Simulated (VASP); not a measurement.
Data:

```
CELL_PARAMETERS angstrom
      2.04403     1.18012     3.38220
     -2.04403     1.18012     3.38220
      0.00000    -2.36024     3.38220
ATOMIC_POSITIONS crystal
  As 0.00000 0.00000 0.00000
  Sb 0.50000 0.50000 0.50000
```

Level of theory: r2SCAN meta-GGA, VASP's PBE PAW potentials (set 64) (plane waves; VASP 6.6.1). Run with 400 eV cut-off, 12×12×12 Γ-centred mesh, tetrahedra with Blöchl corrections, potentials As Sb.

Unless said otherwise, spin-orbit coupling is left out, though it shifts the bands of the heavy elements here.

Predict the energy per atom (σ→0), band gap (over mesh and band path) with the smallest direct gap where there is one.

| Item | Value |
|---|---|
| band gap (over mesh and band path) | none (metal, semimetal or under 0.01 eV) |
| energy per atom (σ→0) | -20.124 eV/atom |

The structure comes from a measured SbAs entry (R-3m) of the Crystallography Open Database, whose conditions weren't checked. It was relaxed first.
